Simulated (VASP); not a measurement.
Si2Ge:

```
Si Ge
1.0
     3.38374    0.00000    0.00000
     0.00000    3.38374    0.00000
     0.00000    0.00000    4.64223
Si Ge
2 1
Cartesian
  1.6919 1.6919 2.3211
  0.0000 0.0000 0.0000
  0.0000 0.0000 2.3211
```

The cell was built by a generator and needn't be a form met in nature.

```yaml
Program: VASP 6.6.1
Task: relaxation of cell and atoms
Functional: PBE
Potentials_or_basis: VASP PAW PBE potentials, release 64 (Si, Ge_d)
Cutoff: 520 eV
k_mesh: 6 × 6 × 5
Occupations: gaussian, width 0.15 eV
Spin: no spin polarisation
```

At the start: pressure 15.0 GPa; volume 17.72 Å³/atom.

How do energy, volume and symmetry change on relaxing?

Over 3 steps the energy falls by 135.0 meV/atom and the volume is 20.87 Å³/atom (+17.8 %); space group P4/mmm (No. 123, to 0.05 Å).

Step by step:
```csv
step,energy change (eV),largest force (eV/Å),pressure (GPa),volume (Å³)
1,0.0000,0.0000,14.96,53.15
2,-0.3547,0.0000,-3.04,66.88
3,-0.4049,0.0000,-0.30,62.62
```

Final structure:
```cif
data_structure
_symmetry_space_group_name_H-M 'P 1'
_symmetry_Int_Tables_number 1
_cell_length_a 3.5389
_cell_length_b 3.5389
_cell_length_c 5.0000
_cell_angle_alpha 90.000
_cell_angle_beta 90.000
_cell_angle_gamma 90.000
_cell_volume 62.62
loop_
_atom_site_label
_atom_site_type_symbol
_atom_site_fract_x
_atom_site_fract_y
_atom_site_fract_z
_atom_site_occupancy
Si1 Si 0.50000 0.50000 0.50000 1
Si2 Si 0.00000 0.00000 0.00000 1
Ge1 Ge 0.00000 0.00000 0.50000 1
```

Caveat: the volume moved by over 15 % at a fixed basis, so the end points are rough; the relaxation stopped at a loose force limit of 0.08 eV/Å, so its end isn't a converged minimum.
